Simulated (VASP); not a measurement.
Level of theory: LDA (Ceperley-Alder, Perdew-Zunger), VASP's LDA PAW potentials (set 64) (plane waves; VASP).

A VASP calculation is set up with these files.

**INCAR**
```
! general
SYSTEM    =  MgI2
PREC      =  Accurate
ENCUT     =  400
LREAL     =  .False.
LASPH     =  .True.

! electronic loop
EDIFF     =  1E-8
NELM      =  100
ALGO      =  Normal
LMAXMIX   =  4

! smearing
ISMEAR    =  0
SIGMA     =  0.01

! ions
IBRION    =  8
NSW       =  1

! output
LWAVE     =  .False.
LCHARG    =  .False.

! other
LEPSILON  =  .True.
```

### KPOINTS
```
Automatic mesh
0
Gamma
6 6 4
0 0 0
```

### POSCAR
```
MgI2
6.6830890
  0.3048332375  -0.5279865949   0.0000000000
  0.3048332375   0.5279865949   0.0000000000
  0.0000000000   0.0000000000   0.9999999776
Mg I
1 2
Direct
  1.0000000000   1.0000000000   0.0000000000
  0.3333330000   0.6666670000   0.2474741560
  0.6666670000   0.3333330000   0.7525258440
```

POTCAR, in this order: Mg I (LDA.64 set). Program: vasp_std.

The resulting files:

**OSZICAR**
```
...
RMM:   3    -0.106045427842E+01    0.99404E-01   -0.12626E-01  1891   0.168E+00    0.108E+00
RMM:   4    -0.108136772264E+01   -0.20913E-01   -0.11905E-01  1928   0.159E+00    0.219E-01
RMM:   5    -0.110026570590E+01   -0.18898E-01   -0.25938E-03  2069   0.314E-01    0.510E-02
RMM:   6    -0.110087906354E+01   -0.61336E-03   -0.20836E-04  2126   0.751E-02    0.353E-02
RMM:   7    -0.110090625662E+01   -0.27193E-04   -0.20576E-05  2163   0.174E-02    0.364E-02
RMM:   8    -0.110135947104E+01   -0.45321E-03   -0.33126E-05  2024   0.237E-02    0.368E-02
RMM:   9    -0.110125636179E+01    0.10311E-03   -0.21338E-05  1998   0.182E-02    0.176E-02
RMM:  10    -0.110125633004E+01    0.31746E-07   -0.41967E-06  2174   0.385E-03    0.155E-02
RMM:  11    -0.110125682317E+01   -0.49313E-06   -0.76789E-06  2194   0.148E-03    0.148E-02
RMM:  12    -0.110126071173E+01   -0.38886E-05   -0.42799E-06  2351   0.115E-03    0.140E-02
RMM:  13    -0.110123899757E+01    0.21714E-04   -0.63300E-06  2168   0.368E-03    0.139E-02
 Linear response to external field, progress :
  Direction:   3
       N       E                     dE             d eps       ncg     rms          rms(c)
RMM:   1    -0.107821693490E+01   -0.10782E+01   -0.30692E+00  1132   0.400E+00
RMM:   2    -0.109391715397E+01   -0.15700E-01   -0.22000E-02  1007   0.789E-01    0.273E+00
RMM:   3    -0.938533679913E+00    0.15538E+00   -0.17134E-01   951   0.193E+00    0.129E+00
RMM:   4    -0.943871930928E+00   -0.53383E-02   -0.16902E-01   967   0.163E+00    0.466E-01
RMM:   5    -0.962921318017E+00   -0.19049E-01   -0.95338E-03  1018   0.482E-01    0.133E-01
RMM:   6    -0.960822781051E+00    0.20985E-02   -0.28766E-04  1036   0.101E-01    0.363E-02
RMM:   7    -0.960773040224E+00    0.49741E-04    0.59451E-05  1059   0.433E-02    0.818E-03
RMM:   8    -0.960963987800E+00   -0.19095E-03    0.64600E-05  1066   0.145E-02    0.421E-03
RMM:   9    -0.960799558995E+00    0.16443E-03    0.34075E-05  1070   0.527E-03    0.830E-04
RMM:  10    -0.960793801983E+00    0.57570E-05    0.15586E-05  1084   0.167E-03    0.378E-04
RMM:  11    -0.960782715608E+00    0.11086E-04    0.63686E-06  1078   0.109E-03    0.562E-05
RMM:  12    -0.960783118718E+00   -0.40311E-06    0.12997E-07   949   0.815E-04    0.391E-05
RMM:  13    -0.960783275771E+00   -0.15705E-06    0.77907E-07   605   0.752E-04    0.149E-05
RMM:  14    -0.960783138603E+00    0.13717E-06    0.86529E-06   485   0.746E-04    0.409E-06
 Linear response DOF=           4
 Linear response progress:
  Degree of freedom:   1/  4
       N       E                     dE             d eps       ncg     rms          rms(c)
RMM:   1    -0.239548785036E-02   -0.23955E-02   -0.22432E-03  2054   0.421E-01
RMM:   2    -0.200663956995E-02    0.38885E-03   -0.23675E-04  1867   0.956E-02    0.419E-02
RMM:   3    -0.198662785399E-02    0.20012E-04   -0.59766E-06  1972   0.209E-02    0.243E-02
RMM:   4    -0.197506923832E-02    0.11559E-04   -0.80901E-06  1907   0.176E-02    0.229E-03
RMM:   5    -0.197102757731E-02    0.40417E-05    0.13635E-06  2062   0.407E-03    0.803E-04
RMM:   6    -0.196903486473E-02    0.19927E-05    0.26991E-07  2059   0.112E-03    0.250E-04
RMM:   7    -0.196854157861E-02    0.49329E-06   -0.59258E-08  2097   0.358E-04    0.537E-05
RMM:   8    -0.196854523504E-02   -0.36564E-08   -0.17812E-07  2250   0.111E-04    0.161E-05
RMM:   9    -0.196856184110E-02   -0.16606E-07   -0.11509E-07  2347   0.625E-05    0.292E-06
RMM:  10    -0.196858270984E-02   -0.20869E-07   -0.31355E-07  2452   0.501E-05    0.138E-06
RMM:  11    -0.196857936694E-02    0.33429E-08   -0.27309E-07  2335   0.463E-05    0.656E-07
RMM:  12    -0.196858033727E-02   -0.97033E-09   -0.28967E-07  1983   0.453E-05    0.222E-07
RMM:  13    -0.196858014886E-02    0.18841E-09   -0.27760E-07  1899   0.451E-05    0.792E-08
 Linear response progress:
  Degree of freedom:   2/  4
       N       E                     dE             d eps       ncg     rms          rms(c)
RMM:   1    -0.457942388230E-02   -0.45794E-02   -0.36636E-03  1448   0.491E-01
RMM:   2    -0.298007100211E-02    0.15994E-02   -0.61765E-04   968   0.155E-01    0.622E-02
RMM:   3    -0.276906534722E-02    0.21101E-03   -0.16985E-04   998   0.548E-02    0.329E-02
RMM:   4    -0.261764936261E-02    0.15142E-03   -0.15367E-04  1058   0.455E-02    0.156E-02
RMM:   5    -0.257537131275E-02    0.42278E-04   -0.41970E-05  1019   0.274E-02    0.328E-03
RMM:   6    -0.257385903325E-02    0.15123E-05   -0.30723E-06  1040   0.648E-03    0.275E-03
RMM:   7    -0.257523060072E-02   -0.13716E-05   -0.10533E-06  1034   0.144E-03    0.437E-04
RMM:   8    -0.257547127803E-02   -0.24068E-06   -0.50548E-07  1060   0.415E-04    0.240E-04
RMM:   9    -0.257561076539E-02   -0.13949E-06   -0.29049E-07  1047   0.138E-04    0.383E-05
RMM:  10    -0.257561705391E-02   -0.62885E-08   -0.25267E-07  1082   0.487E-05    0.975E-06
RMM:  11    -0.257560607430E-02    0.10980E-07   -0.17875E-07  1077   0.344E-05    0.356E-06
RMM:  12    -0.257560253950E-02    0.35348E-08   -0.12240E-08  1021   0.291E-05    0.163E-06
 Linear response progress:
  Degree of freedom:   3/  4
       N       E                     dE             d eps       ncg     rms          rms(c)
RMM:   1    -0.792949731027E-01   -0.79295E-01    0.56224E-02  4069   0.156E+00
RMM:   2    -0.793738910516E-01   -0.78918E-04   -0.14375E-03  2996   0.271E-01    0.479E-02
RMM:   3    -0.795773336247E-01   -0.20344E-03   -0.10829E-04  3257   0.638E-02    0.305E-02
RMM:   4    -0.798160051639E-01   -0.23867E-03   -0.28973E-05  3378   0.299E-02    0.459E-03
RMM:   5    -0.798327189918E-01   -0.16714E-04    0.93011E-06  3498   0.640E-03    0.308E-03
RMM:   6    -0.798212015706E-01    0.11517E-04   -0.21012E-06  3232   0.253E-03    0.375E-04
RMM:   7    -0.798251805222E-01   -0.39790E-05   -0.19254E-06  3556   0.833E-04    0.224E-04
RMM:   8    -0.798248978568E-01    0.28267E-06    0.30311E-07  3439   0.396E-04    0.321E-05
RMM:   9    -0.798244516632E-01    0.44619E-06    0.16362E-07  3868   0.273E-04    0.293E-05
RMM:  10    -0.798244419071E-01    0.97562E-08   -0.26996E-07  4501   0.229E-04    0.626E-06
RMM:  11    -0.798244457297E-01   -0.38226E-08   -0.42607E-08  4565   0.220E-04    0.346E-06
 Linear response progress:
  Degree of freedom:   4/  4
       N       E                     dE             d eps       ncg     rms          rms(c)
RMM:   1    -0.102343345911E+00   -0.10234E+00    0.65652E-02  1221   0.155E+00
RMM:   2    -0.101810860051E+00    0.53249E-03   -0.15867E-03   932   0.280E-01    0.537E-02
RMM:   3    -0.101859712692E+00   -0.48853E-04   -0.17518E-04   989   0.718E-02    0.321E-02
RMM:   4    -0.101912474816E+00   -0.52762E-04   -0.72477E-05  1026   0.324E-02    0.984E-03
RMM:   5    -0.101916189766E+00   -0.37149E-05   -0.61372E-06  1060   0.109E-02    0.457E-03
RMM:   6    -0.101911661419E+00    0.45283E-05   -0.24230E-06  1071   0.561E-03    0.197E-03
RMM:   7    -0.101908829573E+00    0.28318E-05    0.13853E-07  1090   0.150E-03    0.791E-04
RMM:   8    -0.101907792036E+00    0.10375E-05    0.12066E-07  1091   0.620E-04    0.276E-04
RMM:   9    -0.101907868965E+00   -0.76929E-07    0.10449E-07  1113   0.307E-04    0.818E-05
RMM:  10    -0.101907927297E+00   -0.58332E-07   -0.88189E-08  1126   0.207E-04    0.205E-05
RMM:  11    -0.101907910487E+00    0.16811E-07   -0.67302E-08  1138   0.179E-04    0.563E-06
RMM:  12    -0.101907914694E+00   -0.42074E-08    0.49483E-08  1123   0.170E-04    0.265E-06
 Linear response finished
```

### OUTCAR
```
------------------------ aborting loop because EDIFF is reached ----------------------------------------

 HEAD OF MICROSCOPIC STATIC DIELECTRIC TENSOR (INDEPENDENT PARTICLE, excluding Hartree and local field effects)
 ------------------------------------------------------
           5.369944     0.000000     0.000000
          -0.000000     5.369943    -0.000000
          -0.000000     0.000000     5.121225
 ------------------------------------------------------

 MACROSCOPIC STATIC DIELECTRIC TENSOR (including local field effects in DFT)
 ------------------------------------------------------
           4.814165     0.000000    -0.000000
           0.000000     4.814164     0.000000
           0.000000    -0.000000     4.318901
 ------------------------------------------------------

 PIEZOELECTRIC TENSOR (including local field effects)  for field in x, y, z        (e  Angst)
          XX          YY          ZZ          XY          YZ          ZX
  --------------------------------------------------------------------------------
  x     0.00000     0.00000     0.00000     0.00000     0.00000     0.00000
  y     0.00000     0.00000     0.00000     0.00000     0.00000     0.00000
  z     0.00000     0.00000     0.00000     0.00000     0.00000     0.00000

 PIEZOELECTRIC TENSOR (including local field effects)  for field in x, y, z        (C/m^2)
          XX          YY          ZZ          XY          YZ          ZX
  --------------------------------------------------------------------------------
  x     0.00000     0.00000     0.00000     0.00000     0.00000     0.00000
  y     0.00000     0.00000     0.00000     0.00000     0.00000     0.00000
  z     0.00000     0.00000     0.00000     0.00000     0.00000     0.00000

 BORN EFFECTIVE CHARGES (including local field effects) (in |e|, cummulative output)
 ---------------------------------------------------------------------------------
 ion    1
    1     2.48224     0.00000     0.00000
    2     0.00000     2.48224     0.00000
    3     0.00000     0.00000     1.64193
 ion    2
    1    -1.24112     0.00000     0.00000
    2     0.00000    -1.24112    -0.00000
    3     0.00000     0.00000    -0.82096
 ion    3
    1    -1.24112     0.00000     0.00000
    2     0.00000    -1.24112    -0.00000
    3    -0.00000     0.00000    -0.82096

   1 f  =    8.124832 THz    51.049822 2PiTHz  271.015207 cm-1    33.601588 meV
             X         Y         Z           dx          dy          dz
      0.000000  0.000000  0.000000    -0.000000    0.000000    0.955276
      2.037228  1.176196  1.653892     0.000000   -0.000000   -0.209103
      2.037228 -1.176196  5.029197     0.000000   -0.000000   -0.209103

   2 f  =    5.575646 THz    35.032818 2PiTHz  185.983535 cm-1    23.059009 meV
             X         Y         Z           dx          dy          dz
      0.000000  0.000000  0.000000    -0.955308   -0.000000   -0.000000
      2.037228  1.176196  1.653892     0.209029    0.000000   -0.000000
      2.037228 -1.176196  5.029197     0.209029    0.000000   -0.000000

   3 f  =    5.575645 THz    35.032814 2PiTHz  185.983514 cm-1    23.059006 meV
             X         Y         Z           dx          dy          dz
      0.000000  0.000000  0.000000     0.000000   -0.955308    0.000000
      2.037228  1.176196  1.653892    -0.000000    0.209029    0.000000
      2.037228 -1.176196  5.029197    -0.000000    0.209029    0.000000

   4 f  =    3.340563 THz    20.989374 2PiTHz  111.429175 cm-1    13.815451 meV
             X         Y         Z           dx          dy          dz
      0.000000  0.000000  0.000000     0.000000   -0.000000   -0.000000
      2.037228  1.176196  1.653892    -0.000000    0.000000   -0.707107
      2.037228 -1.176196  5.029197     0.000000   -0.000000    0.707107

   5 f  =    2.062255 THz    12.957533 2PiTHz   68.789437 cm-1     8.528799 meV
             X         Y         Z           dx          dy          dz
      0.000000  0.000000  0.000000    -0.000000    0.000000    0.000000
      2.037228  1.176196  1.653892     0.707107    0.000000    0.000000
      2.037228 -1.176196  5.029197    -0.707107   -0.000000    0.000000

   6 f  =    2.062255 THz    12.957532 2PiTHz   68.789429 cm-1     8.528798 meV
             X         Y         Z           dx          dy          dz
      0.000000  0.000000  0.000000     0.000000   -0.000000   -0.000000
      2.037228  1.176196  1.653892     0.000000   -0.707107   -0.000000
      2.037228 -1.176196  5.029197    -0.000000    0.707107    0.000000

   7 f/i=    0.000059 THz     0.000370 2PiTHz    0.001965 cm-1     0.000244 meV
             X         Y         Z           dx          dy          dz
      0.000000  0.000000  0.000000     0.007451   -0.295518    0.000000
      2.037228  1.176196  1.653892     0.017026   -0.675290    0.000000
      2.037228 -1.176196  5.029197     0.017026   -0.675290    0.000000

   8 f/i=    0.000059 THz     0.000370 2PiTHz    0.001965 cm-1     0.000244 meV
             X         Y         Z           dx          dy          dz
      0.000000  0.000000  0.000000    -0.295518   -0.007451    0.000000
      2.037228  1.176196  1.653892    -0.675290   -0.017026    0.000000
      2.037228 -1.176196  5.029197    -0.675290   -0.017026    0.000000

   9 f/i=    0.000799 THz     0.005021 2PiTHz    0.026654 cm-1     0.003305 meV
             X         Y         Z           dx          dy          dz
      0.000000  0.000000  0.000000     0.000000    0.000000    0.295716
      2.037228  1.176196  1.653892     0.000000    0.000000    0.675482
      2.037228 -1.176196  5.029197     0.000000    0.000000    0.675482

 MACROSCOPIC STATIC DIELECTRIC TENSOR IONIC CONTRIBUTION
 ------------------------------------------------------
           4.112879    -0.000000    -0.000000
          -0.000000     4.112878     0.000000
          -0.000000     0.000000     0.847316
 ------------------------------------------------------

 ELASTIC MODULI CONTR FROM IONIC RELAXATION (kBar)
 Direction    XX          YY          ZZ          XY          YZ          ZX
 --------------------------------------------------------------------------------
 XX         -81.5879    -75.0709   -159.8237     -0.0000    -15.8936     -0.0000
...
```
(Selected blocks of OUTCAR.)

### OUTCAR
```
 val. band max:        2.8436497155   @ k =   0.0000   0.0000   0.0000

 cond. band min:       6.1672157382   @ k =   0.5000   0.0000   0.2500


 Fermi energy:         2.9430884945

 k-point     1 :       0.0000    0.0000    0.0000
  band No.  band energies     occupation
      1      -9.6050      2.00000
      2      -8.7705      2.00000
      3      -1.1364      2.00000
      4       2.2974      2.00000
      5       2.2974      2.00000
      6       2.7363      2.00000
      7       2.7364      2.00000
      8       2.8436      2.00000
      9       6.4471      0.00000
     10       7.4133      0.00000
     11       9.4623      0.00000
     12       9.4623      0.00000

 k-point     2 :       0.1667    0.0000    0.0000
  band No.  band energies     occupation
      1      -9.4441      2.00000
      2      -8.6879      2.00000
      3      -0.9109      2.00000
      4       1.1919      2.00000
      5       1.7606      2.00000
      6       1.9513      2.00000
      7       2.6733      2.00000
      8       2.7156      2.00000
      9       7.4074      0.00000
     10       8.0659      0.00000
     11       8.9408      0.00000
     12       9.8655      0.00000

 k-point     3 :       0.3333    0.0000    0.0000
  band No.  band energies     occupation
      1      -9.0546      2.00000
      2      -8.5432      2.00000
      3      -0.6328      2.00000
      4      -0.0868      2.00000
      5       0.5536      2.00000
      6       1.4659      2.00000
      7       2.2399      2.00000
      8       2.4341      2.00000
      9       6.7426      0.00000
     10       8.1321      0.00000
     11       8.4658      0.00000
     12       9.7802      0.00000

 k-point     4 :       0.5000    0.0000    0.0000
  band No.  band energies     occupation
      1      -8.7762      2.00000
      2      -8.5258      2.00000
      3      -1.1137      2.00000
      4      -0.2689      2.00000
      5       0.6376      2.00000
      6       1.2693      2.00000
...
```

Tensors are in the Cartesian frame of the cell as typed. Unless said otherwise, spin-orbit coupling is left out, though it shifts the bands of the heavy elements here.

The compound is MgI2 in the 1T layered structure. It was relaxed first, which changed the volume by -6 %.
